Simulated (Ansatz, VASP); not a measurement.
## PtSe2: VASP beside Ansatz

Wanted: the spread between two codes on one cell, functional and k mesh. The cell is taken from a series of runs on this material, whose earlier steps may have relaxed, scaled, displaced or heated it; both programs get it as it stands.

Main program and level: Ansatz 0.2.0; plane waves, with VASP 6.6.1 beside it; single point at HSE06.

### 1. The starting structure

The cell holds 3 atoms: 1 Pt and 2 Se. Cell: a = 3.675 Å, b = 3.675 Å, c = 28.400 Å, α = 90.0°, β = 90.0°, γ = 120.0°. Vacuum lies along c.

### 2. VASP: single point, HSE06

With cell and atoms fixed, the geometry can't cause a difference; cores, projectors, grids and the points listed under the comparison can.

Lines of VASP's logs that name or quote its potential files are left out, and so is its time.

The run reads the wave functions of an earlier VASP run, which isn't shown here.

Contents of INCAR:

```
SYSTEM = PtSe2
PREC = Accurate
ENCUT = 400
EDIFF = 1E-06
NELM = 100
ISMEAR = 0
SIGMA = 0.01
LREAL = .FALSE.
ALGO = Normal
LHFCALC = .TRUE.
AEXX = 0.25
GGA = PE
HFSCREEN = 0.208
LASPH = .TRUE.
NBANDS = 17
PRECFOCK = Fast
LORBIT = 11
LWAVE = .FALSE.
LCHARG = .FALSE.
KPAR = 4
NCORE = 2
ISIF = 2
LDIPOL = .TRUE.
IDIPOL = 3
DIPOL = 0.5 0.5 0.5
LVHAR = .TRUE.
```

Contents of POSCAR:

```
PtSe2
1.0
    3.6754923933      0.0000000000      0.0000000000
   -1.8377461967      3.1830697840      0.0000000000
    0.0000000000      0.0000000000     28.4000000000
Pt Se
1 2
Direct
    0.0000000000      0.0000000000      0.5000000000
    0.3333333333      0.6666666667      0.5453674991
    0.6666666667      0.3333333333      0.4546325009
```

Contents of KPOINTS:

```
Automatic mesh
0
Gamma
6 6 1
0 0 0
```

Potentials, in the order of the species: Pt and Se (PBE family, release 64).

Command:

```
$ mpirun -np 8 vasp_std
```

Numbers of over 12 decimals in the logs are rounded to 6 here.

Output:

```text
[banner, memory and clock lines left out]
running    8 mpi-ranks, on    1 nodes
 distrk:  each k-point on    2 cores,    4 groups
 distr:  one band on    2 cores,    1 groups

 POSCAR found type information on POSCAR PtSe
 POSCAR found :  2 types and       3 ions
 LDA part: xc-table for (Slater+PW92), standard interpolation
 found WAVECAR, reading the header
 POSCAR, INCAR and KPOINTS ok, starting setup
 FFT: planning ... GRIDC
 FFT: planning ... GRID_SOFT
 FFT: planning ... GRID
 reading WAVECAR
 the WAVECAR file was read successfully
 initial charge from wavefunction
 entering main loop
       N       E                     dE             d eps       ncg     rms          rms(c)
DAV:   1    -0.172645912569E+02   -0.17265E+02   -0.75143E-01   287   0.722E+00    0.213E+00
DAV:   2    -0.172744312395E+02   -0.98400E-02   -0.36408E-02   298   0.145E+00    0.138E+00
DAV:   3    -0.172741175531E+02    0.31369E-03   -0.21612E-03   315   0.294E-01    0.815E-01
DAV:   4    -0.172737311830E+02    0.38637E-03   -0.67317E-04   299   0.225E-01    0.463E-01
DAV:   5    -0.172736612831E+02    0.69900E-04   -0.12368E-04   297   0.705E-02    0.264E-01
DAV:   6    -0.172736324495E+02    0.28834E-04   -0.24725E-05   298   0.389E-02    0.150E-01
DAV:   7    -0.172736252024E+02    0.72471E-05   -0.70335E-06   298   0.172E-02    0.856E-02
DAV:   8    -0.172736230309E+02    0.21715E-05   -0.15612E-06   259   0.987E-03    0.497E-02
DAV:   9    -0.172736227917E+02    0.23913E-06   -0.60520E-07   257   0.554E-03
   1 F= -.17273623E+02 E0= -.17273623E+02  d E =-.241627E-65
```

OUTCAR, selected parts (step 2):

```text
ion  position               nearest neighbor table
   1  0.000  0.000  0.500-   2 2.48   3 2.48   3 2.48   2 2.48   3 2.48   2 2.48
   2  0.333  0.667  0.545-   1 2.48   1 2.48   1 2.48
   3  0.667  0.333  0.455-   1 2.48   1 2.48   1 2.48

  LATTYP: Found a hexagonal cell.
 ALAT       =     3.6754923933
 C/A-ratio  =     7.7268558770

 Subroutine GETGRP returns: Found 12 space group operations
 (whereof 12 operations were pure point group operations)

The static configuration has the point symmetry D_3d.

 Found      7 irreducible k-points:

   k-points           NKPTS =      7   k-points in BZ     NKDIM =     36   number of bands    NBANDS=     17

   dimension x,y,z NGX =    24 NGY =   24 NGZ =  192
   dimension x,y,z NGXF=    48 NGYF=   48 NGZF=  384

   ENCUT  =  400.0 eV  29.40 Ry    5.42 a.u.   5.99  5.99 46.31*2*pi/ulx,y,z

   NELECT =      22.0000    total number of electrons

 k-points in reciprocal lattice and weights: Automatic mesh
   0.00000000  0.00000000  0.00000000       0.028
   0.16666667 -0.00000000  0.00000000       0.167
   0.33333333  0.00000000  0.00000000       0.167
   0.50000000 -0.00000000  0.00000000       0.083
   0.16666667  0.16666667  0.00000000       0.167
   0.33333333  0.16666667  0.00000000       0.333
   0.33333333  0.33333333  0.00000000       0.056

  exchange ACFDT corr.  =         0.00000000  see jH, gK, PRB 81, 115126

 dipolmoment           0.000000      0.000000      0.000000 electrons x Angstroem

 average (electrostatic) potential at core
       1 -72.9959       2 -58.2043       3 -58.2043

 E-fermi :  -4.0127

 k-point     1 :       0.0000    0.0000    0.0000
  band No.  band energies     occupation
    ...
      7      -7.9821      2.00000
      8      -5.8736      2.00000
      9      -4.8054      2.00000
     10      -4.1323      2.00000
     11      -4.1323      2.00000
     12      -0.3134      0.00000
     13      -0.3134      0.00000
     14       1.2160      0.00000
     15       1.6257      0.00000
     16       1.9974      0.00000
    ...

 k-point     2 :       0.1667   -0.0000    0.0000
  band No.  band energies     occupation
    ...
      7      -8.1690      2.00000
      8      -6.6053      2.00000
      9      -4.5915      2.00000
     10      -4.3540      2.00000
     11      -4.3073      2.00000
     12      -1.8262      0.00000
     13      -0.6570      0.00000
     14       1.8643      0.00000
     15       2.0462      0.00000
     16       2.4510      0.00000
    ...

 k-point     3 :       0.3333    0.0000    0.0000
  band No.  band energies     occupation
    ...
      7      -8.0924      2.00000
      8      -7.0926      2.00000
      9      -5.9194      2.00000
     10      -5.2883      2.00000
     11      -4.9021      2.00000
     12      -1.6378      0.00000
     13      -0.6877      0.00000
     14       1.7710      0.00000
     15       3.1676      0.00000
     16       3.2328      0.00000
    ...

  Total        0.9138147      0.9138147      0.7402014     -0.0000000      0.0000000     -0.0000000
  in kB        4.4064486      4.4064486      3.5692785     -0.0000000      0.0000000     -0.0000000
  external PRESSURE =       4.1273919 kB  Pullay stress =       0.0000000 kB

  energy-cutoff  :      400.00
  volume of cell :      332.26
      direct lattice vectors                 reciprocal lattice vectors
     3.675492393  0.000000000  0.000000000     0.272072390  0.157081068  0.000000000
    -1.837746197  3.183069784  0.000000000     0.000000000  0.314162135  0.000000000
     0.000000000  0.000000000 28.400000000     0.000000000  0.000000000  0.035211268

 POSITION                                       TOTAL-FORCE (eV/Angst)
 -----------------------------------------------------------------------------------
      0.00000      0.00000     14.20000         0.000000      0.000000      0.000000
     -0.00000      2.12205     15.48844         0.000000      0.000000      0.292161
      1.83775      1.06102     12.91156        -0.000000      0.000000     -0.292161
 -----------------------------------------------------------------------------------
    total drift:                                0.000000      0.000002     -0.000040

  FREE ENERGIE OF THE ION-ELECTRON SYSTEM (eV)
  ---------------------------------------------------
  free  energy   TOTEN  =       -17.2736227917 eV

  energy  without entropy=      -17.2736227917  energy(sigma->0) =      -17.27362279

 vacuum level on the upper side and lower side of the slab         2.044         2.044

 total charge
# of ion       s       p       d       tot
------------------------------------------
    1        0.736   0.771   8.044   9.551
    2        1.486   2.312   0.063   3.861
    3        1.486   2.312   0.063   3.861
--------------------------------------------------
tot          3.708   5.395   8.170  17.273

[... 3 further parts left out ...]
```

The k-mesh is coarse for exact exchange; levels may shift by about 0.1 eV on a finer one.

### 3. Ansatz: single point, HSE06

Ansatz runs on its default PAW (the set named soft_2) files.

The same cell, functional and mesh now go to Ansatz, which takes its cutoff from its data sets.

Contents of input.yaml:

```yaml
crystal:
  lattice:
    - [3.6754923933, 0.0, 0.0]
    - [-1.8377461967, 3.183069784, 0.0]
    - [0.0, 0.0, 28.4]
  atoms:
    - { symbol: Pt, position: [0.0, 0.0, 0.5] }
    - { symbol: Se, position: [0.3333333333, 0.6666666667, 0.5453674991] }
    - { symbol: Se, position: [0.6666666667, 0.3333333333, 0.4546325009] }
  periodic: [true, true, false]
kpoints:
  mp_grid: { grid: [6, 6, 1] }
  band_path:
    path:
      - [0.0, 0.0, 0.0]
      - [0.5, 0.0, 0.0]
      - [0.3333333333, 0.3333333333, 0.0]
      - [0.0333333333, 0.0333333333, 0.0]
      - [0.25, 0.0, 0.0]
      - [0.2, 0.0, 0.0]
    npoints: 1
hamiltonian:
  xc: hse06
scf:
  occupations: { method: fixed }
  n_extra_bands: 5
output:
  eigenvalues: true
```

Command:

```
$ ansatz run input.yaml --threads 3 --pin off --max-ram 92160MiB --backend cuda --events-out ev --progress --plain --runs-dir out --devices 1 --max-vram 13GiB
```

Output:

```text
scf.n_extra_bands = 5 over 25 filled bands (N_el = 50.0): the run solves 30 bands
GPUs: using 1 of 1 available (devices: 1).
Engine: ansatz 0.2.0, x86_64-unknown-linux-gnu
Pseudopotentials: kind: paw
Pseudopotential: Pt, paw, valence charge 18, recommended cutoff 420 eV (normal), Pt.paw.azcp
Pseudopotential: Se, paw, valence charge 16, recommended cutoff 420 eV (normal), Se.paw.azcp
Functional definition: HSE06
  parameter a = 0.25
  parameter omega = 0.11/bohr
  exchange = pbe_x - a*pbe_x_sr(omega) + a*exact_x_sr(omega)
  correlation = pbe_c
davidson cushion auto → on  (no smearing: the cushion is to keep the highest requested band from converging to the state above it; pin scf.eigensolver.cushion to override)
device memory: the entry about to start is reckoned to put 3.0 GiB on a device that reports 49.7 GiB free (of which the cap on the GPU budget leaves the run 13.0 GiB)
GPU FFT provider: cuFFT
GPU libraries: cuBLAS 13.8.2, cuFFT 12.4.0, cuSOLVER 12.3.4
Crystal: 3 atoms, lattice volume = 332.262 Å³
Basis set: ecut = 420 eV, 6503 PW (Γ)
Bands: 30, of which v1, the nominal top of the filled ones, is band 25 counted from 1 (24 counted from 0)
Symmetry: 12 space group operations
Space group: P-3m1 (ITA 164), of the structure as read, at distance tolerance 6.9e-5 Å
k-points: 7 of 36
Non-local potential: Pt, projectors of the file, l = 0: 3, l = 1: 2, l = 2: 2, l = 3: 1
Non-local potential: Se, projectors of the file, l = 0: 2, l = 1: 2, l = 2: 3, l = 3: 1
PAW form: soft (Blöchl's): semilocal exchange-correlation on the pseudo side does not see the compensation charge
PAW frozen core: Pt, regenerated for the run's functional, and the local potential with it (the file was generated under x = pbe(κ = 0.804, μ = 0.219515), c = pbe(β = 0.066725))
PAW frozen core: Se, regenerated for the run's functional, and the local potential with it (the file was generated under x = pbe(κ = 0.804, μ = 0.219515), c = pbe(β = 0.066725))
PAW one-centre angular grid: Pt, 590 points (default); XC on 64 Gauss nodes
PAW one-centre angular grid: Se, 590 points (default); XC on 64 Gauss nodes
Initial density: superposition of atomic densities (neutral atoms: chi_scale 0, normalization atom), corrected by the library's trained network
Initial wavefunctions: pseudopotential atomic-orbital guess
GPU buffer pool allocated for 120000 grid points (all kernels)
GPU transforms: local potential and band sums: pruned to the plane-wave sphere, on 25×25×192
Functional: x = pbe(κ = 0.804, μ = 0.219515), c = pbe(β = 0.066725), warm-up for x = pbe(κ = 0.804, μ = 0.219515) + 0.25 (exact − pbe) at short range (hse, ω = 0.207870 Å⁻¹), c = pbe(β = 0.066725); HSE06 as pw.x's `hse` composes it (authors' and Libxc's form: `xc: wpbeh`)
SCF iter   1: F=—  HF=-23462.294332 eV  |F-HF|=—  |Δ(HF+E_count)|=         —  Δρ=2.53e-3  dr2=2.57e-2  ethr=1.77e-3  ⟨swp⟩=15.6  Hψ=1050  notcnv=1
preconditioner: auto → none  [insulator: Δε(μ)=1.784 eV  Ē_g=9.598 eV  n_scr=34 (ndim 8)  ℏωp=9.6 eV  f_vac=0.783]
SCF iter   2: F=—  HF=-23462.299353 eV  |F-HF|=—  |Δ(HF+E_count)|=   5.02e-3  Δρ=2.58e-3  dr2=4.74e-2  ethr=5.14e-5  ⟨swp⟩=6.4  Hψ=667  notcnv=0  defer=2
iter 3 solved again at ethr=1.58e-6 eV; its pass at ethr=5.14e-5 eV (dr2=7.89e-4 eV) is discarded
SCF iter   3: F=—  HF=-23462.290895 eV  |F-HF|=—  |Δ(HF+E_count)|=   8.46e-3  Δρ=4.82e-4  dr2=8.00e-4  ethr=1.58e-6  ⟨swp⟩=4.0  Hψ=1070  notcnv=0  defer=1
SCF iter   4: F=-23462.290984 eV  HF=-23462.290941 eV  |F-HF|=4.28e-5  |Δ(HF+E_count)|=   4.65e-5  Δρ=1.38e-4  dr2=2.91e-5  ethr=1.58e-6  ⟨swp⟩=4.9  Hψ=546  notcnv=0  defer=3
SCF 1 stopped early in 4 iterations: F = -23462.290984 eV  dr2 = 2.91e-5
  greatest PAW one-centre occupation: 1.000 electrons in one spin orbital (limit 2), on the Pt atom at site 0 (counted from 0), in its partial waves of l = 0
device memory: the entry about to start is reckoned to put 3.6 GiB on a device that reports 53.3 GiB free (of which the cap on the GPU budget leaves the run 13.0 GiB)
GPU FFT provider: cuFFT
GPU libraries: cuBLAS 13.8.2, cuFFT 12.4.0, cuSOLVER 12.3.4
Initial density: handed on by an earlier stage of this run
Initial wavefunctions: those handed on with the density
GPU buffer pool allocated for 120000 grid points (all kernels)
GPU transforms: local potential and band sums: pruned to the plane-wave sphere, on 25×25×192
Functional: x = pbe(κ = 0.804, μ = 0.219515) + 0.25 (exact − pbe) at short range (hse, ω = 0.207870 Å⁻¹), c = pbe(β = 0.066725); HSE06 as pw.x's `hse` composes it (authors' and Libxc's form: `xc: wpbeh`)
Exchange kernel: α = 0.2500, screened, ω = 0.2079 Å⁻¹, Wigner–Seitz truncation, v(0) = 1046.4437 eV·Å³, q-mesh 6×6×1, nearest image of the exchange supercell L = 22.05 Å, pair-density grid 18×18×125, without the augmentation charges, whose exchange is taken in its separable form by FFT convolution over the k-point mesh (sized by the pseudopotential files, 24×24×192 at the most), smooth part of the exact exchange by density-matrix convolution in up to 6.81 GiB of GPU memory as planned if the GPU has room (build and FFT work areas not counted)
Frozen-core exchange: fock
SCF iter   1: F=—  HF=-23467.595875 eV  |F-HF|=—  |Δ(HF+E_count)|=         —  Δρ=2.92e-3  dr2=1.11e-2  ethr=5.81e-7  ⟨swp⟩=13.7  Hψ=1233  notcnv=0
preconditioner: auto → none  [insulator: Δε(μ)=2.257 eV  Ē_g=10.992 eV  n_scr=34 (ndim 8)  ℏωp=9.6 eV  f_vac=0.782]
SCF iter   2: F=—  HF=-23467.585831 eV  |F-HF|=—  |Δ(HF+E_count)|=   1.00e-2  Δρ=1.39e-3  dr2=2.49e-3  ethr=5.81e-7  ⟨swp⟩=4.6  Hψ=845  notcnv=0
SCF iter   3: F=—  HF=-23467.585354 eV  |F-HF|=—  |Δ(HF+E_count)|=   4.77e-4  Δρ=3.98e-4  dr2=1.40e-3  ethr=5.81e-7  ⟨swp⟩=3.7  Hψ=681  notcnv=0
SCF iter   4: F=—  HF=-23467.599114 eV  |F-HF|=—  |Δ(HF+E_count)|=   1.38e-2  Δρ=5.33e-4  dr2=3.28e-4  ethr=2.78e-7  ⟨swp⟩=6.4  Hψ=884  notcnv=0  defer=4
SCF iter   5: F=—  HF=-23467.599009 eV  |F-HF|=—  |Δ(HF+E_count)|=   1.06e-4  Δρ=7.90e-5  dr2=5.77e-5  ethr=2.78e-7  ⟨swp⟩=3.3  Hψ=611  notcnv=0
SCF iter   6: F=-23467.599353 eV  HF=-23467.599362 eV  |F-HF|=8.39e-6  |Δ(HF+E_count)|=   3.53e-4  Δρ=1.01e-4  dr2=1.42e-5  ethr=1.35e-8  ⟨swp⟩=5.9  Hψ=806  notcnv=0  defer=2
SCF 2 stopped early in 6 iterations: F = -23467.599353 eV  dr2 = 1.42e-5
hybrid outer 1: dexx = +1.694e-2 eV, tail = 1.97e-4 eV
GPU FFT provider: cuFFT
GPU libraries: cuBLAS 13.8.2, cuFFT 12.4.0, cuSOLVER 12.3.4
GPU buffer pool allocated for 120000 grid points (all kernels)
GPU transforms: local potential and band sums: pruned to the plane-wave sphere, on 25×25×192
Exchange kernel: α = 0.2500, screened, ω = 0.2079 Å⁻¹, Wigner–Seitz truncation, v(0) = 1046.4437 eV·Å³, q-mesh 6×6×1, nearest image of the exchange supercell L = 22.05 Å, pair-density grid 18×18×125, without the augmentation charges, whose exchange is taken in its separable form by FFT convolution over the k-point mesh (sized by the pseudopotential files, 24×24×192 at the most), smooth part of the exact exchange by density-matrix convolution in up to 6.81 GiB of GPU memory as planned if the GPU has room (build and FFT work areas not counted)
Frozen-core exchange: fock
SCF iter   1: F=—  HF=-23467.599876 eV  |F-HF|=—  |Δ(HF+E_count)|=         —  Δρ=5.00e-5  dr2=2.81e-6  ethr=1.97e-6  ⟨swp⟩=3.3  Hψ=472  notcnv=0
preconditioner: auto → none  [insulator: Δε(μ)=2.320 eV  Ē_g=11.005 eV  n_scr=34 (ndim 8)  ℏωp=9.6 eV  f_vac=0.783]
SCF iter   2: F=—  HF=-23467.599879 eV  |F-HF|=—  |Δ(HF+E_count)|=   3.47e-6  Δρ=1.66e-5  dr2=6.93e-7  ethr=5.18e-9  ⟨swp⟩=4.9  Hψ=845  notcnv=0
SCF iter   3: F=—  HF=-23467.599879 eV  |F-HF|=—  |Δ(HF+E_count)|=   1.15e-7  Δρ=4.60e-6  dr2=3.60e-7  ethr=9.52e-10  ⟨swp⟩=3.6  Hψ=648  notcnv=0  defer=2
SCF iter   4: F=-23467.599881 eV  HF=-23467.599881 eV  |F-HF|=7.70e-8  |Δ(HF+E_count)|=   1.60e-6  Δρ=4.20e-6  dr2=7.00e-8  ethr=1.64e-10  ⟨swp⟩=6.4  Hψ=732  notcnv=0  defer=3
SCF 3 converged in 4 iterations: F = -23467.599881 eV  dr2 = 7.00e-8
hybrid outer 2: dexx = +2.444e-6 eV, tail = 3.12e-7 eV, Δε = 6.20e-3 eV (about 4.21e-4 eV left of the loop's levels)
device memory: the entry about to start is reckoned to put 1.1 GiB on a device that reports 38.8 GiB free (of which the cap on the GPU budget leaves the run 13.0 GiB)
NSCF: frozen V_eff on 6 k-points
hybrid SCF converged: 2 outer / 10 inner (+4 warm-up), last move |dexx| = 2.44e-6 eV, tail = 3.12e-7 eV
Stability not checked: this state was not tested for a lower state beside it, because the functional holds exact exchange (a hybrid, or Hartree-Fock), whose exchange loop this test does not read (fock_operator; see scf.lower_state_search)
Free energy (F): -23467.599881 eV
Frozen-core exchange: fock
Harris-Foulkes:  -23467.599881 eV  (|F-HF|=7.70e-8)
Internal energy: -23467.599881 eV  (E = F + TS)
E sigma→0 (E₀):  -23467.599881 eV
Fermi energy:    -6.148030 eV
--- Per-component energies (eV) ---
  E_band       = -1995.106603
  E_kinetic    = 873.633184
  E_local      = -118635.813918  (includes V_loc(G=0)·N_el)
  E_nonlocal   = -991.088964
  E_hartree    = 58625.524885
  E_xc         = -376.077227
  E_vxc        = -397.114561  (∫ρ·V_xc dr)
  E_exx        = -200.414826  (= α·E_x^exact, valence–valence)
  E_paw        = -13172.721663  (= ΣΔE_a)
  E_vpaw       = 305.089565  (= ΣTr[D̂ρ^β])
  E_aug_tail   = -0.000963  (compensation charges beyond the density's cutoff)
  E_ewald      = 50413.529362
  E_core_change = -4.169753  (= ΣΔE_core)
  E_smearing   = -0.000000  (= −TS)
  E_closure    = 0.000000  (closes the sum)
  Σ components = -23467.599881   (vs F -23467.599881, Δ=0.00e0)
--- Band table (eV; the first three rows and the last of 7) ---
  k-point 0: bands = [... 21 lower, -7.8883, -6.8254, -6.1480, -6.1480, -2.3051, -2.3051, -0.7926, -0.3566, ... 1 higher]
  k-point 1: bands = [... 21 lower, -8.6229, -6.6009, -6.3728, -6.3196, -3.8282, -2.6538, -0.1275, 0.0717, ... 1 higher]
  k-point 2: bands = [... 21 lower, -9.1115, -7.9343, -7.3006, -6.9196, -3.6329, -2.6850, -0.2517, 1.1785, ... 1 higher]
  k-point 6: bands = [... 21 lower, -9.7334, -8.7510, -7.6440, -7.6440, -3.6113, -3.6113, 1.1418, 2.9398, ... 1 higher]
  the weakly bound empty levels are not read free of the cell's end (exact_exchange)
```

### 4. Comparison

Known differences besides the potentials themselves: exact exchange at q = 0 is treated differently, which shows on coarse meshes; VASP keeps PBE cores, Ansatz makes them for the functional; fixed occupations in Ansatz, narrow Gaussian smearing in VASP; Ansatz cuts the interaction across the vacuum, VASP repeats the sheet with a dipole correction; the data sets hold 50 valence electrons in Ansatz (on its default PAW (the set named soft_2) files) and 22 in VASP; the cutoff is 420 eV in Ansatz and 400 eV in VASP; VASP takes a coarser grid for exact exchange (PRECFOCK = Fast). Total energies have different zeros and are not compared.

Both answers:

```
              quantity  Ansatz   VASP  difference
gap on the k mesh (eV)   2.320  2.306      +0.014
```

A gap on the mesh is an upper bound, since the band edges may lie between its points; neither run holds spin-orbit coupling, which can move the band edges of a compound of Pt. With vacuum in the cell, a pressure given here is an average over mostly empty space and none of the material.

### 5. Results

| Quantity | Value |
| --- | --- |
| difference in gap on the k mesh (single point, HSE06) | 0.014 eV |

In words: The difference in gap on the k mesh is 0.014 eV (single point, HSE06), within the 0.08 eV picked in this series as the mark of a large difference. The data sets hold unlike numbers of valence electrons (50 in Ansatz and 22 in VASP), so part of the differences comes from the potentials. How closely two codes agree says nothing of how well the functional describes the real material.

[Lines on the potential files, build, host, timing and source positions are cut from VASP's logs without a mark.]

[Logs are printed without paths, hosts, clocks, repeated set-up lines and the standing remarks that a program may print on its own settings, such as how far it seeks lower states.]

[Hosts, paths, dates, database ids (printed as entryN), source tags and the programs' standing remarks are cut or masked in the printed files.]
